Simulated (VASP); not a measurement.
# How number of MPI ranks and PAW data sets change a VASP run on FeGe, part 3 of 3

Aim: find what the number of MPI ranks and PAW data sets change for FeGe, and what they cost. The series runs use PBE. The start is a cell from a database of measured crystal structures.

VASP 6.6.1, plane waves and PAW; the level of theory is named at each step.

Still holding for the runs below: The magnetic state follows from one typed start and may not be the lowest.

So far. Step 10 (PAW data sets: materialsproject 64: Fe pv Ge d): With 112 valence electrons the pressure is -3.66 GPa, -1.42 GPa from the first of the series, after 16 cycles in 21 s. Step 11 (PAW data sets: semicore 64: Fe sv Ge d): With 120 valence electrons the pressure is -3.94 GPa, -1.70 GPa from the first of the series, after 16 cycles in 29 s.

The database entry behind the starting cell differs from later determinations by our own check (about 0.2 % short), so it need not match the best structure at ambient conditions.

## (12) PAW data sets: GW 64: Fe sv GW Ge d GW

This step: PBE, spin-polarised from a ferromagnetic start; plane waves and PAW (Fe_sv_GW, Ge_d_GW) (VASP 6.6.1).

INCAR

```
SYSTEM = FeGe
PREC = Accurate
ENCUT = 510
EDIFF = 1E-06
NELM = 100
ISMEAR = -1
SIGMA = 0.05
LREAL = .FALSE.
ALGO = Normal
GGA = PE
NBANDS = 85
ISPIN = 2
MAGMOM = 3 3 3 3 0 0 0 0
LASPH = .TRUE.
LMAXMIX = 4
LORBIT = 11
LWAVE = .FALSE.
LCHARG = .FALSE.
KPAR = 8
ISIF = 2
```

POSCAR

```
FeGe
1.0
    4.6890000000      0.0000000000      0.0000000000
    0.0000000000      4.6890000000      0.0000000000
    0.0000000000      0.0000000000      4.6890000000
Fe Ge
4 4
Direct
    0.1350000000      0.1350000000      0.1350000000
    0.3650000000      0.8650000000      0.6350000000
    0.6350000000      0.3650000000      0.8650000000
    0.8650000000      0.6350000000      0.3650000000
    0.8420000000      0.8420000000      0.8420000000
    0.6580000000      0.1580000000      0.3420000000
    0.3420000000      0.6580000000      0.1580000000
    0.1580000000      0.3420000000      0.6580000000
```

KPOINTS

```
Automatic mesh
0
Gamma
6 6 6
0 0 0
```

PAW data sets: Fe_sv_GW and Ge_d_GW (PBE family, release 64).

Command:

```sh
> mpirun -np 8 vasp_std
```

Log:

```text
[... set-up lines as in an earlier step ...]
 entering main loop
       N       E                     dE             d eps       ncg     rms          rms(c)
DAV:   1     0.309337821949E+04    0.30934E+04   -0.40483E+04  9610   0.489E+03
DAV:   2     0.776714713944E+03   -0.23167E+04   -0.21571E+04  9349   0.148E+03
DAV:   3     0.832288311363E+02   -0.69349E+03   -0.65155E+03 12376   0.771E+02
DAV:   4    -0.507544310246E+02   -0.13398E+03   -0.12585E+03 15230   0.407E+02
[...]
DAV:  14    -0.568164548851E+02   -0.33222E-04   -0.18582E-04 16320   0.158E-01    0.311E-02
DAV:  15    -0.568164576873E+02   -0.28021E-05   -0.33980E-05 16280   0.716E-02    0.116E-02
DAV:  16    -0.568164578090E+02   -0.12166E-06   -0.51277E-06  9352   0.333E-02
   1 F= -.56816458E+02 E0= -.56786955E+02  d E =-.590064E-01  mag=     4.2374
```

Run time: 44 s. Hardware: 8 MPI ranks of AMD EPYC 9R45, shared host; peak memory 3.8 GiB.

From OUTCAR (step 12):

```text
  Total       -3.4236062     -3.4236062     -3.4236062      0.0000000      0.0000000     -0.0000000
  in kB      -53.2051528    -53.2051528    -53.2051528      0.0000000      0.0000000     -0.0000000
  external PRESSURE =     -53.2051528 kB  Pullay stress =       0.0000000 kB

 POSITION                                       TOTAL-FORCE (eV/Angst)
 -----------------------------------------------------------------------------------
      0.63301      0.63301      0.63301        -0.035219     -0.035219     -0.035219
      1.71149      4.05599      2.97751         0.035219      0.035219     -0.035219
      2.97751      1.71149      4.05599        -0.035219      0.035219      0.035219
      4.05599      2.97751      1.71149         0.035219     -0.035219      0.035219
      3.94814      3.94814      3.94814        -0.025733     -0.025733     -0.025733
      3.08536      0.74086      1.60364         0.025733      0.025733     -0.025733
      1.60364      3.08536      0.74086        -0.025733      0.025733      0.025733
      0.74086      1.60364      3.08536         0.025733     -0.025733      0.025733
 -----------------------------------------------------------------------------------
    total drift:                               -0.000002     -0.000001      0.000000

  FREE ENERGIE OF THE ION-ELECTRON SYSTEM (eV)
  ---------------------------------------------------
  free  energy   TOTEN  =       -56.8164578090 eV

  energy  without entropy=      -56.7574513838  energy(sigma->0) =      -56.78695460

 magnetization (x)
# of ion       s       p       d       f       tot
--------------------------------------------------
    1        0.002  -0.001   1.175  -0.000   1.175
    2        0.002  -0.001   1.175  -0.000   1.175
    3        0.002  -0.001   1.175  -0.000   1.175
    4        0.002  -0.001   1.175  -0.000   1.175
    5       -0.012  -0.063  -0.004   0.000  -0.079
    6       -0.012  -0.063  -0.004   0.000  -0.079
    7       -0.012  -0.063  -0.004   0.000  -0.079
    8       -0.012  -0.063  -0.004   0.000  -0.079
--------------------------------------------------
tot         -0.042  -0.257   4.684  -0.001   4.384

[... 2 parts as in an earlier step ...]

[... 1 further part left out ...]
[key lines of the parts left out:]
E-fermi :   7.5952
```

With 120 valence electrons the pressure is -5.32 GPa, -3.08 GPa from the first of the series, after 16 cycles in 44 s.

## (13) PAW data sets: hard 64: Fe Ge h

This step: PBE, spin-polarised from a ferromagnetic start; plane waves and PAW (Fe, Ge_h) (VASP 6.6.1).

INCAR: that of step 12 with these lines changed.

```diff
@@ -2,3 +2,3 @@
 PREC = Accurate
-ENCUT = 510
+ENCUT = 540
 EDIFF = 1E-06
@@ -10,3 +10,3 @@
 GGA = PE
-NBANDS = 85
+NBANDS = 65
 ISPIN = 2
```

POSCAR is that of step 12.

KPOINTS is that of step 12.

PAW data sets: Fe and Ge_h (PBE family, release 64).

Command:

```sh
> mpirun -np 8 vasp_std
```

Log:

```text
[... set-up lines as in an earlier step ...]
 entering main loop
       N       E                     dE             d eps       ncg     rms          rms(c)
DAV:   1     0.105013418094E+04    0.10501E+04   -0.42476E+04  6496   0.250E+03
DAV:   2     0.147319013042E+03   -0.90282E+03   -0.84732E+03  6240   0.651E+02
DAV:   3    -0.443283899991E+02   -0.19165E+03   -0.18091E+03  6395   0.251E+02
DAV:   4    -0.560100367359E+02   -0.11682E+02   -0.11553E+02  7163   0.740E+01
[...]
DAV:  13    -0.517513190217E+02    0.11250E-04   -0.31356E-05  8490   0.434E-02    0.192E-02
DAV:  14    -0.517513216749E+02   -0.26532E-05   -0.12005E-05  6130   0.262E-02    0.100E-02
DAV:  15    -0.517513220243E+02   -0.34934E-06   -0.80618E-07  3679   0.908E-03
   1 F= -.51751322E+02 E0= -.51721431E+02  d E =-.597825E-01  mag=     4.2480
```

Elapsed: 23 s, on 8 MPI ranks; peak memory 3.3 GiB.

From OUTCAR (step 13):

```text
  Total       -1.8647199     -1.8647199     -1.8647199     -0.0000000     -0.0000000      0.0000000
  in kB      -28.9790057    -28.9790057    -28.9790057     -0.0000000     -0.0000000      0.0000000
  external PRESSURE =     -28.9790057 kB  Pullay stress =       0.0000000 kB

 POSITION                                       TOTAL-FORCE (eV/Angst)
 -----------------------------------------------------------------------------------
      0.63301      0.63301      0.63301        -0.030447     -0.030447     -0.030447
      1.71149      4.05599      2.97751         0.030447      0.030447     -0.030447
      2.97751      1.71149      4.05599        -0.030447      0.030447      0.030447
      4.05599      2.97751      1.71149         0.030447     -0.030447      0.030447
      3.94814      3.94814      3.94814        -0.031555     -0.031555     -0.031555
      3.08536      0.74086      1.60364         0.031555      0.031555     -0.031555
      1.60364      3.08536      0.74086        -0.031555      0.031555      0.031555
      0.74086      1.60364      3.08536         0.031555     -0.031555      0.031555
 -----------------------------------------------------------------------------------
    total drift:                               -0.000001     -0.000001     -0.000000

  FREE ENERGIE OF THE ION-ELECTRON SYSTEM (eV)
  ---------------------------------------------------
  free  energy   TOTEN  =       -51.7513220243 eV

  energy  without entropy=      -51.6915395484  energy(sigma->0) =      -51.72143079

 magnetization (x)
# of ion       s       p       d       tot
------------------------------------------
    1       -0.000  -0.005   1.187   1.181
    2       -0.000  -0.005   1.187   1.181
    3       -0.000  -0.005   1.187   1.181
    4       -0.000  -0.005   1.187   1.181
    5       -0.011  -0.041  -0.002  -0.053
    6       -0.011  -0.041  -0.002  -0.053
    7       -0.011  -0.041  -0.002  -0.053
    8       -0.011  -0.041  -0.002  -0.053
--------------------------------------------------
tot         -0.046  -0.184   4.742   4.513

[... 1 part as in an earlier step ...]

[... 2 further parts left out ...]
[key lines of the parts left out:]
E-fermi :   8.8282
```

With 88 valence electrons the pressure is -2.90 GPa, -0.66 GPa from the first of the series, after 15 cycles in 23 s.

## (14) The PAW data sets series as a table

This step: convergence of PBE results with the datasets; plane waves and PAW (VASP 6.6.1).

No new run; the numbers come from the runs before.

Differences are taken from the run with recommended 64: Fe Ge_d. Results of the series, by row:

| setting | status | pressure (GPa) | largest force difference (meV/Å) | moment (μB) | SCF cycles | wall time (s) |
| --- | --- | --- | --- | --- | --- | --- |
| minimal 64: Fe Ge, 400 eV | converged | -2.236 | 4.461 | 4.234 | 15 | 12.2 |
| recommended 64: Fe Ge_d, 410 eV | converged | -3.07 | 0 | 4.247 | 15 | 16.8 |
| recommended 54: Fe Ge_d, 410 eV | converged | -3.07 | 0 | 4.247 | 15 | 16.8 |
| materialsproject 64: Fe_pv Ge_d, 410 eV | converged | -3.66 | 4.041 | 4.247 | 16 | 21 |
| semicore 64: Fe_sv Ge_d, 510 eV | converged | -3.939 | 9.451 | 4.246 | 16 | 29 |
| gw 64: Fe_sv_GW Ge_d_GW, 510 eV | converged | -5.321 | 1.259 | 4.237 | 16 | 44 |
| hard 64: Fe Ge_h, 540 eV | converged | -2.898 | 4.563 | 4.248 | 15 | 23 |

## (15) What came out

```json
{
  "wall time from fewest to most ranks": "87 s to 17 s",
  "spread of the pressure over the PAW data sets": "3.08 GPa"
}
```

What this shows: On 8 ranks the run uses the cores at 65 % of the efficiency of 1. The choice of data set moves the pressure between -5.32 GPa (gw 64: Fe_sv_GW Ge_d_GW) and -2.24 GPa (minimal 64: Fe Ge); the cutoffs differ too (400, 410, 510 and 540 eV). Data sets differ in their zero of energy, so energies are not compared. Going from 1 ranks to 8 ranks shortens the run by a factor of 5.2; on a shared host such times are rough.

[Lines on the potential files, build, host, timing and source positions are cut from VASP's logs without a mark.]

[Logs are printed without paths, hosts, clocks, repeated set-up lines and the standing remarks that a program may print on its own settings, such as how far it seeks lower states.]

[Hosts, paths, dates, database ids (printed as entryN), source tags and the programs' standing remarks are cut or masked in the printed files.]

[A measured line is paired with the nearest computed mode of its activity, which favours agreement.]
